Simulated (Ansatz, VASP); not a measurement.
**Cross-check of Cr3Ir2 between VASP and Ansatz**

One calculation is typed for both programs; each brings its own data sets and cutoff. How far apart do they land?

Method: plane waves, with VASP 6.6.1 beside it; single point at PBE, in Ansatz 0.2.0.

## 1. The structure

The cell holds 20 atoms: 12 Cr and 8 Ir. Cell: a = 5.700 Å, b = 4.936 Å, c = 22.061 Å, α = 90.0°, β = 90.0°, γ = 54.7°. It derives from Cr. As first built, before any earlier steps moved the atoms (in the runner's words): kind: overlayer; added: Ir; how: under the top layer, both faces;. Regions: layer 1, 4 atoms (4 Cr); layer 2, 4 atoms (4 Ir); layer 3, 4 atoms (4 Cr); other layers, 8 atoms (4 Ir and 4 Cr). Vacuum lies along c.

## 2. VASP: single point, PBE

With cell and atoms fixed, the geometry can't cause a difference; cores, projectors, grids and the points listed under the comparison can.

Lines of VASP's logs that name or quote its potential files are left out, and so is its time.

Input file INCAR:

```
SYSTEM = Cr3Ir2
PREC = Normal
ENCUT = 330
EDIFF = 1E-05
NELM = 120
ISMEAR = 0
SIGMA = 0.1
LREAL = Auto
ALGO = Fast
GGA = PE
NBANDS = 143
ISPIN = 2
MAGMOM = 0 0 0 0 0 0 0 0 0 0 0 0 0 0 0 0 0 0 0 0
LMAXMIX = 4
LORBIT = 11
LWAVE = .FALSE.
LCHARG = .FALSE.
KPAR = 2
NCORE = 4
ICORELEVEL = 1
ISIF = 0
LVHAR = .TRUE.
```

Input file POSCAR:

```
Cr3Ir2
1.0
    5.7000000000      0.0000000000      0.0000000000
    2.8500000000      4.0305086528      0.0000000000
    0.0000000000      0.0000000000     22.0610173055
Cr Ir
12 8
Direct
    0.0000000000      0.0000000000      0.6986765665
    0.5000000000      0.0000000000      0.6986765665
    0.0000000000      0.5000000000      0.6986765665
    0.5000000000      0.5000000000      0.6986765665
    0.0000000000      0.0000000000      0.5000000000
    0.5000000000      0.0000000000      0.5000000000
    0.0000000000      0.5000000000      0.5000000000
    0.5000000000      0.5000000000      0.5000000000
    0.0000000000      0.0000000000      0.3013234335
    0.5000000000      0.0000000000      0.3013234335
    0.0000000000      0.5000000000      0.3013234335
    0.5000000000      0.5000000000      0.3013234335
    0.7500000000      0.5000000000      0.6002647364
    0.2500000000      0.5000000000      0.6002647364
    0.7500000000      0.0000000000      0.6002647364
    0.2500000000      0.0000000000      0.6002647364
    0.7500000000      0.5000000000      0.3997352636
    0.2500000000      0.5000000000      0.3997352636
    0.7500000000      0.0000000000      0.3997352636
    0.2500000000      0.0000000000      0.3997352636
```

Input file KPOINTS:

```
Automatic mesh
0
Gamma
5 5 1
0 0 0
```

PAW data sets: Cr_pv and Ir (PBE family, release 64).

On the command line:

```sh
mpirun -np 8 vasp_std
```

Numbers of over 12 decimals in the logs are rounded to 6 here.

Log:

```text
[banner, memory and clock lines left out]
running    8 mpi-ranks, on    1 nodes
 distrk:  each k-point on    4 cores,    2 groups
 distr:  one band on    4 cores,    1 groups

 POSCAR found type information on POSCAR CrIr
 POSCAR found :  2 types and      20 ions
 LDA part: xc-table for (Slater+PW92), standard interpolation
 POSCAR, INCAR and KPOINTS ok, starting setup
 FFT: planning ... GRIDC
 FFT: planning ... GRID_SOFT
 FFT: planning ... GRID
 WAVECAR not read
 entering main loop
       N       E                     dE             d eps       ncg     rms          rms(c)
DAV:   1     0.209753334719E+04    0.20975E+04   -0.98144E+04  6476   0.112E+03
DAV:   2    -0.311987006064E+02   -0.21287E+04   -0.20056E+04  5274   0.420E+02
DAV:   3    -0.181601376339E+03   -0.15040E+03   -0.14009E+03  7099   0.119E+02
DAV:   4    -0.188901380616E+03   -0.73000E+01   -0.70170E+01  6856   0.221E+01
DAV:   5    -0.189155547388E+03   -0.25417E+00   -0.25254E+00  7224   0.399E+00    0.679E+01
RMM:   6    -0.187628639847E+03    0.15269E+01   -0.15207E+02  5418   0.442E+01    0.427E+01
RMM:   7    -0.255526196973E+03   -0.67898E+02   -0.22098E+02  6188   0.439E+01    0.970E+01
RMM:   8    -0.237278273789E+03    0.18248E+02   -0.37774E+01  5890   0.156E+01    0.763E+01
RMM:   9    -0.209914391710E+03    0.27364E+02   -0.37674E+01  6207   0.160E+01    0.634E+01
RMM:  10    -0.169808623645E+03    0.40106E+02   -0.75346E+01  7605   0.212E+01    0.187E+01
RMM:  11    -0.167923355104E+03    0.18853E+01   -0.52664E+00  5581   0.721E+00    0.935E+00
RMM:  12    -0.167893513864E+03    0.29841E-01   -0.14712E+00  6860   0.210E+00    0.701E+00
RMM:  13    -0.167846475511E+03    0.47038E-01   -0.28796E-01  7201   0.971E-01    0.523E+00
RMM:  14    -0.167784336894E+03    0.62139E-01   -0.19485E-01  6591   0.110E+00    0.211E+00
[...]
RMM:  22    -0.167764135446E+03   -0.26241E-03   -0.14586E-04  6042   0.247E-02    0.259E-02
RMM:  23    -0.167764536113E+03   -0.40067E-03   -0.13846E-04  5593   0.258E-02    0.451E-02
RMM:  24    -0.167764719760E+03   -0.18365E-03   -0.39199E-05  4950   0.132E-02    0.391E-02
RMM:  25    -0.167764930387E+03   -0.21063E-03   -0.21596E-05  4236   0.105E-02    0.129E-02
RMM:  26    -0.167765006016E+03   -0.75629E-04   -0.93212E-06  3890   0.764E-03    0.646E-03
RMM:  27    -0.167765063862E+03   -0.57846E-04   -0.61967E-06  3726   0.568E-03    0.565E-03
RMM:  28    -0.167765089587E+03   -0.25725E-04   -0.36017E-06  3314   0.452E-03    0.513E-03
RMM:  29    -0.167765094996E+03   -0.54085E-05   -0.18489E-06  2965   0.354E-03
   1 F= -.16776509E+03 E0= -.16769380E+03  d E =-.142584E+00  mag=     0.0028
```

OUTCAR, selected parts (step 2):

```text
ion  position               nearest neighbor table
   1  0.000  0.000  0.699-   3 2.47   3 2.47   4 2.47   4 2.47  16 2.60  15 2.60   2 2.85   2 2.85
                            13 2.96  14 2.96
   2  0.500  0.000  0.699-   4 2.47   3 2.47   4 2.47   3 2.47  16 2.60  15 2.60   1 2.85   1 2.85
                            14 2.96  13 2.96
   3  0.000  0.500  0.699-   1 2.47   1 2.47   2 2.47   2 2.47  14 2.60  13 2.60   4 2.85   4 2.85
                            15 2.96  16 2.96
   4  0.500  0.500  0.699-   2 2.47   1 2.47   2 2.47   1 2.47  14 2.60  13 2.60   3 2.85   3 2.85
                            16 2.96  15 2.96
   5  0.000  0.000  0.500-   7 2.47   7 2.47   8 2.47   8 2.47  20 2.63  15 2.63  16 2.63  19 2.63
                             6 2.85   6 2.85  14 2.99  18 2.99  13 2.99  17 2.99
   6  0.500  0.000  0.500-   8 2.47   7 2.47   8 2.47   7 2.47  20 2.63  15 2.63  16 2.63  19 2.63
                             5 2.85   5 2.85  13 2.99  17 2.99  14 2.99  18 2.99
   7  0.000  0.500  0.500-   5 2.47   5 2.47   6 2.47   6 2.47  18 2.63  13 2.63  14 2.63  17 2.63
                             8 2.85   8 2.85  16 2.99  20 2.99  15 2.99  19 2.99
   8  0.500  0.500  0.500-   6 2.47   5 2.47   6 2.47   5 2.47  18 2.63  13 2.63  14 2.63  17 2.63
                             7 2.85   7 2.85  15 2.99  19 2.99  16 2.99  20 2.99
   9  0.000  0.000  0.301-  11 2.47  11 2.47  12 2.47  12 2.47  20 2.60  19 2.60  10 2.85  10 2.85
                            17 2.96  18 2.96
  10  0.500  0.000  0.301-  12 2.47  11 2.47  12 2.47  11 2.47  20 2.60  19 2.60   9 2.85   9 2.85
                            18 2.96  17 2.96
  11  0.000  0.500  0.301-   9 2.47   9 2.47  10 2.47  10 2.47  18 2.60  17 2.60  12 2.85  12 2.85
                            19 2.96  20 2.96
  12  0.500  0.500  0.301-  10 2.47   9 2.47  10 2.47   9 2.47  18 2.60  17 2.60  11 2.85  11 2.85
                            20 2.96  19 2.96
  13  0.750  0.500  0.600-  15 2.47  15 2.47  16 2.47  16 2.47   3 2.60   4 2.60   7 2.63   8 2.63
                            14 2.85  14 2.85   2 2.96   1 2.96   6 2.99   5 2.99
  14  0.250  0.500  0.600-  16 2.47  15 2.47  16 2.47  15 2.47   3 2.60   4 2.60   7 2.63   8 2.63
                            13 2.85  13 2.85   1 2.96   2 2.96   5 2.99   6 2.99
  15  0.750  0.000  0.600-  13 2.47  13 2.47  14 2.47  14 2.47   1 2.60   2 2.60   5 2.63   6 2.63
                            16 2.85  16 2.85   4 2.96   3 2.96   8 2.99   7 2.99
  16  0.250  0.000  0.600-  14 2.47  13 2.47  14 2.47  13 2.47   1 2.60   2 2.60   5 2.63   6 2.63
                            15 2.85  15 2.85   3 2.96   4 2.96   7 2.99   8 2.99
  17  0.750  0.500  0.400-  19 2.47  19 2.47  20 2.47  20 2.47  11 2.60  12 2.60   7 2.63   8 2.63
                            18 2.85  18 2.85  10 2.96   9 2.96   5 2.99   6 2.99
  18  0.250  0.500  0.400-  20 2.47  19 2.47  20 2.47  19 2.47  11 2.60  12 2.60   7 2.63   8 2.63
                            17 2.85  17 2.85   9 2.96  10 2.96   6 2.99   5 2.99
  19  0.750  0.000  0.400-  17 2.47  17 2.47  18 2.47  18 2.47   9 2.60  10 2.60   5 2.63   6 2.63
                            20 2.85  20 2.85  12 2.96  11 2.96   7 2.99   8 2.99
  20  0.250  0.000  0.400-  18 2.47  17 2.47  18 2.47  17 2.47   9 2.60  10 2.60   5 2.63   6 2.63
                            19 2.85  19 2.85  11 2.96  12 2.96   8 2.99   7 2.99

  LATTYP: Found a base centered orthorhombic cell.
 ALAT       =     5.7000000000
 B/A-ratio  =     1.4142135624
 C/A-ratio  =     3.8703539132

 Subroutine GETGRP returns: Found  8 space group operations
 (whereof  8 operations were pure point group operations)

The static configuration has the point symmetry D_2h.

 Found      9 irreducible k-points:

   k-points           NKPTS =      9   k-points in BZ     NKDIM =      9   number of bands    NBANDS=    143

   dimension x,y,z NGX =    28 NGY =   24 NGZ =   98
   dimension x,y,z NGXF=    56 NGYF=   48 NGZF=  196

   ENCUT  =  330.0 eV  24.25 Ry    4.92 a.u.   8.44  7.31 32.68*2*pi/ulx,y,z

   NELECT =     216.0000    total number of electrons

 k-points in reciprocal lattice and weights: Automatic mesh
   0.00000000  0.00000000  0.00000000       0.040
   0.20000000  0.00000000  0.00000000       0.160
   0.40000000  0.00000000  0.00000000       0.160
   0.00000000  0.20000000  0.00000000       0.080
   0.40000000  0.20000000  0.00000000       0.080
  -0.40000000  0.20000000  0.00000000       0.160
  -0.20000000  0.20000000  0.00000000       0.160
   0.00000000  0.40000000  0.00000000       0.080
  -0.20000000  0.40000000  0.00000000       0.080

 the core state eigenenergies are
   1-  1s  -5875.8214  2s   -663.0329  2p   -556.5254  3s    -68.8139
   2-  1s  -5875.8214  2s   -663.0329  2p   -556.5254  3s    -68.8139
   3-  1s  -5875.8214  2s   -663.0329  2p   -556.5254  3s    -68.8139
   4-  1s  -5875.8214  2s   -663.0329  2p   -556.5254  3s    -68.8139
   5-  1s  -5875.9738  2s   -663.2628  2p   -556.7477  3s    -69.0461
[...]
100       2.7017      0.94533
    101       2.7078      0.93500
    102       2.7078      0.93498
    103       2.9065      0.09750
    104       2.9769      0.01097
    105       2.9819      0.00908
    106       3.0059      0.00345
    107       3.2530      0.00000
    ...

 k-point     2 :       0.2000    0.0000    0.0000
  band No.  band energies     occupation
    ...
    100       2.5416      0.99994
    101       2.6083      0.99826
    102       2.6718      0.97851
    103       2.7354      0.86939
    104       2.7739      0.71908
    105       2.9521      0.02615
    106       3.0010      0.00424
    107       3.0078      0.00319
    108       3.0787      0.00010
    109       3.1489      0.00000
    ...

 k-point     3 :       0.4000    0.0000    0.0000
  band No.  band energies     occupation
    ...
    106       2.5983      0.99891
    107       2.6669      0.98180
    108       2.6782      0.97340
    109       2.7001      0.94778
    110       2.7361      0.86727
    111       2.8341      0.39270
    112       2.9033      0.10566
    113       2.9442      0.03376
    114       2.9840      0.00839
    115       3.0763      0.00011
    ...

 k-point     4 :       0.0000    0.2000    0.0000
  band No.  band energies     occupation
    ...
     99       2.4071      1.00000
    100       2.4406      1.00000
    101       2.4843      1.00000
    102       2.7459      0.83540
    103       2.7459      0.83532
    104       2.9073      0.09565
    105       2.9629      0.01815
    106       3.2349      0.00000
    107       3.2350      0.00000
    108       3.2498      0.00000
    ...

 k-point     5 :       0.4000    0.2000    0.0000
  band No.  band energies     occupation
    ...
    103       2.6304      0.99546
    104       2.6304      0.99546
    105       2.6414      0.99293
    106       2.7600      0.78107
    107       2.7976      0.59656
    108       2.9323      0.04838
    109       2.9623      0.01858
    110       2.9623      0.01857
    111       3.0124      0.00261
    112       3.0124      0.00261
    ...

 k-point     6 :      -0.4000    0.2000    0.0000
  band No.  band energies     occupation
    ...
    107       2.6419      0.99278
    108       2.6439      0.99220
    109       2.7095      0.93190
    110       2.7591      0.78509
    111       2.7766      0.70608
    112       2.8398      0.36238
    113       2.9221      0.06480
    114       2.9317      0.04934
    115       2.9982      0.00477
    116       3.0203      0.00184
    ...

 spin component 2
 k-point     1 :       0.0000    0.0000    0.0000
  band No.  band energies     occupation
    ...
     98       2.5717      0.99971
     99       2.5717      0.99971
    100       2.7018      0.94506
    101       2.7079      0.93483
    102       2.7079      0.93481
    103       2.9067      0.09713
    104       2.9769      0.01096
    105       2.9819      0.00908
    106       3.0061      0.00342
    107       3.2531      0.00000
    ...

  energy-cutoff  :      330.00
  volume of cell :      506.83
      direct lattice vectors                 reciprocal lattice vectors
     5.700000000  0.000000000  0.000000000     0.175438596 -0.124053821  0.000000000
     2.850000000  4.030508653  0.000000000     0.000000000  0.248107643  0.000000000
     0.000000000  0.000000000 22.061017305     0.000000000  0.000000000  0.045328825

 POSITION                                       TOTAL-FORCE (eV/Angst)
 -----------------------------------------------------------------------------------
      0.00000      0.00000     15.41352         0.000000     -0.000000      0.024176
      2.85000      0.00000     15.41352        -0.000000     -0.000000      0.024176
      1.42500      2.01525     15.41352         0.000000      0.000000      0.024176
      4.27500      2.01525     15.41352        -0.000000     -0.000000      0.024176
      0.00000      0.00000     11.03051        -0.000000      0.000000      0.000000
      2.85000      0.00000     11.03051        -0.000000      0.000000      0.000000
      1.42500      2.01525     11.03051        -0.000000      0.000000      0.000000
      4.27500      2.01525     11.03051        -0.000000      0.000000      0.000000
      0.00000      0.00000      6.64750        -0.000000     -0.000000     -0.024176
      2.85000      0.00000      6.64750        -0.000000     -0.000000     -0.024176
      1.42500      2.01525      6.64750        -0.000000     -0.000000     -0.024176
      4.27500      2.01525      6.64750         0.000000     -0.000000     -0.024176
      5.70000      2.01525     13.24245        -0.000000      0.000000     -0.021875
      2.85000      2.01525     13.24245        -0.000000      0.000000     -0.021875
      4.27500      0.00000     13.24245        -0.000000      0.000000     -0.021875
      1.42500      0.00000     13.24245        -0.000000      0.000000     -0.021875
      5.70000      2.01525      8.81857        -0.000000      0.000000      0.021875
      2.85000      2.01525      8.81857        -0.000000      0.000000      0.021875
      4.27500      0.00000      8.81857        -0.000000      0.000000      0.021875
      1.42500      0.00000      8.81857        -0.000000      0.000000      0.021875
 -----------------------------------------------------------------------------------
    total drift:                                0.000000      0.000000      0.000000

  FREE ENERGIE OF THE ION-ELECTRON SYSTEM (eV)
  ---------------------------------------------------
  free  energy   TOTEN  =      -167.7650949956 eV

  energy  without entropy=     -167.6225107722  energy(sigma->0) =     -167.69380288

 total charge
# of ion       s       p       d       tot
------------------------------------------
    1        0.395   6.271   4.155  10.821
    2        0.395   6.271   4.155  10.821
    3        0.395   6.271   4.155  10.821
    4        0.395   6.271   4.155  10.821
    5        0.384   6.336   4.211  10.931
    6        0.384   6.336   4.211  10.931
    7        0.384   6.336   4.211  10.931
    8        0.384   6.336   4.211  10.931
    9        0.395   6.271   4.155  10.821
   10        0.395   6.271   4.155  10.821
   11        0.395   6.271   4.155  10.821
   12        0.395   6.271   4.155  10.821
   13        0.774   0.849   7.152   8.776
   14        0.774   0.849   7.152   8.776
   15        0.774   0.849   7.152   8.776
   16        0.774   0.849   7.152   8.776
   17        0.774   0.849   7.152   8.776
   18        0.774   0.849   7.152   8.776
   19        0.774   0.849   7.152   8.776
   20        0.774   0.849   7.152   8.776
--------------------------------------------------
tot         10.888  82.310 107.298 200.496

 magnetization (x)
# of ion       s       p       d       tot
------------------------------------------
    1        0.000   0.000   0.000   0.000
    2        0.000   0.000   0.000   0.000
    3        0.000   0.000   0.000   0.000
    4        0.000   0.000   0.000   0.000
    5        0.000   0.000   0.000   0.000
    6        0.000   0.000   0.000   0.000
    7        0.000   0.000   0.000   0.000
    8        0.000   0.000   0.000   0.000
    9        0.000   0.000   0.000   0.000
   10        0.000   0.000   0.000   0.000
   11        0.000   0.000   0.000   0.000
   12        0.000   0.000   0.000   0.000
   13       -0.000   0.000  -0.000  -0.000
   14       -0.000   0.000  -0.000  -0.000
   15       -0.000   0.000  -0.000  -0.000
   16       -0.000   0.000  -0.000  -0.000
   17       -0.000   0.000  -0.000  -0.000
   18       -0.000   0.000  -0.000  -0.000
   19       -0.000   0.000  -0.000  -0.000
   20       -0.000   0.000  -0.000  -0.000
--------------------------------------------------
tot          0.000   0.000   0.002   0.002

[... 5 further parts left out ...]
```

This run allows spin, but its moments start at zero, where symmetry between the spins tends to hold them, although Cr can carry a moment. These are scalar-relativistic Kohn-Sham levels of the ground state, with no core hole, so they are not binding energies.

[end of part 1 of 2]

[Lines on the potential files, build, host, timing and source positions are cut from VASP's logs without a mark.]

[Logs are printed without paths, hosts, clocks, repeated set-up lines and the standing remarks that a program may print on its own settings, such as how far it seeks lower states.]

[Hosts, paths, dates, database ids (printed as entryN), source tags and the programs' standing remarks are cut or masked in the printed files.]
